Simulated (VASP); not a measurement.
Output of a VASP run:

### OSZICAR
```
       N       E                     dE             d eps       ncg     rms          rms(c)
DAV:   1     0.248244747545E+02    0.24824E+02   -0.78569E+03  1848   0.122E+03
DAV:   2    -0.215961726355E+02   -0.46421E+02   -0.44014E+02  2428   0.213E+02
DAV:   3    -0.232652122974E+02   -0.16690E+01   -0.16545E+01  2373   0.316E+01
DAV:   4    -0.232776454180E+02   -0.12433E-01   -0.12427E-01  2155   0.304E+00
DAV:   5    -0.232777841750E+02   -0.13876E-03   -0.13873E-03  2412   0.270E-01    0.626E+01
DAV:   6    -0.202672982531E+02    0.30105E+01   -0.18479E+01  2033   0.228E+01    0.439E+01
DAV:   7    -0.202297821707E+02    0.37516E-01   -0.49261E-01  2136   0.580E+00    0.246E+01
DAV:   8    -0.202264772766E+02    0.33049E-02   -0.35250E-02  2039   0.201E+00    0.487E+00
DAV:   9    -0.202226029709E+02    0.38743E-02   -0.18821E-02  2088   0.828E-01    0.176E+00
DAV:  10    -0.202224472108E+02    0.15576E-03   -0.73521E-04  2170   0.241E-01    0.255E-01
DAV:  11    -0.202224461596E+02    0.10513E-05   -0.11989E-04  2159   0.843E-02    0.880E-02
DAV:  12    -0.202224431856E+02    0.29740E-05   -0.56552E-06  2101   0.219E-02    0.578E-02
DAV:  13    -0.202224424477E+02    0.73783E-06   -0.53972E-07  2221   0.701E-03    0.212E-03
DAV:  14    -0.202224424441E+02    0.35996E-08   -0.72713E-09  1044   0.961E-04
   1 F= -.20222442E+02 E0= -.20222330E+02  d E =-.338281E-03
```

File OUTCAR:
```
------------------------ aborting loop because EDIFF is reached ----------------------------------------
  FORCE on cell =-STRESS in cart. coord.  units (eV):
  Direction    XX          YY          ZZ          XY          YZ          ZX
  --------------------------------------------------------------------------------------
  Total        2.4140152      2.4140152      2.4140152      0.0000000      0.0000000      0.0000000
  in kB      161.9835412    161.9835412    161.9835412      0.0000000      0.0000000      0.0000000
  external PRESSURE =     161.9835412 kB  Pullay stress =       0.0000000 kB
  volume of cell :       23.88
      direct lattice vectors                 reciprocal lattice vectors
     0.000000000  2.285510569  2.285510569    -0.218769498  0.218769498  0.218769498
     2.285510569  0.000000000  2.285510569     0.218769498 -0.218769498  0.218769498
     2.285510569  2.285510569  0.000000000     0.218769498  0.218769498 -0.218769498
 POSITION                                       TOTAL-FORCE (eV/Angst)
 -----------------------------------------------------------------------------------
      0.00000      0.00000      0.00000         0.000000      0.000000      0.000000
      2.28551      2.28551      2.28551         0.000000      0.000000      0.000000
 -----------------------------------------------------------------------------------
    total drift:                                0.000000     -0.000000     -0.000000
  FREE ENERGIE OF THE ION-ELECTRON SYSTEM (eV)
  ---------------------------------------------------
  free  energy   TOTEN  =       -20.2224424441 eV

  energy  without entropy=      -20.2221041635  energy(sigma->0) =      -20.22232968
```
(Selected blocks of OUTCAR.)

POSCAR:
```
HfC
1
    0.0000000000     2.2855105690     2.2855105690
    2.2855105690     0.0000000000     2.2855105690
    2.2855105690     2.2855105690     0.0000000000
Hf C
1 1
Direct
  0.0000000000   0.0000000000   0.0000000000
  0.5000000000   0.5000000000   0.5000000000
```

Write an INCAR and KPOINTS that could have produced this output.

Several could match; the one computed here: the input of the run itself, revPBE GGA, plane waves, VASP's PBE PAW potentials (set 64).

### KPOINTS
```
Automatic mesh
0
Gamma
13 13 13
0 0 0
```

### INCAR
```
SYSTEM  =  HfC
PREC  =  Accurate; ENCUT  =  520; LREAL  =  .FALSE.
LASPH  =  .TRUE.
EDIFF  =  1E-7; NELM  =  100; ALGO  =  Normal
LMAXMIX  =  6
ISMEAR  =  1; SIGMA  =  0.1
GGA  =  RE
ISIF  =  2
LWAVE  =  .FALSE.; LCHARG  =  .FALSE.
```

POTCAR, in this order: Hf_pv C (PBE.64 set). Program: vasp_std.

The compound is HfC in the rock salt structure. This cell is one point of a volume scan, at 0.94 of the reference volume.
